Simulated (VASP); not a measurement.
Consider the following.

```xyz
2
Lattice="0.0000 2.3551 2.3551 2.3551 0.0000 2.3551 2.3551 2.3551 0.0000" Properties=species:S:1:pos:R:3 pbc="T T T"
Li     0.0000     0.0000     0.0000
Br     2.3551     2.3551     2.3551
```

Calculation: PBEsol GGA, VASP's PBE PAW potentials (set 64) (plane waves; VASP 6.6.1). Run with 620 eV cut-off, 10×10×10 Γ-centred mesh, Gaussian smearing of 0.050 eV, potentials Li_sv Br.

Question: Predict the energy per atom (σ→0), pressure.

Answer: 
energy per atom (σ→0): -3031 meV/atom
pressure: 30.01 GPa

Only differences to runs with the same potentials and settings are physical.

The compound is LiBr in the rock salt structure. It was relaxed first under an external pressure of 30 GPa.
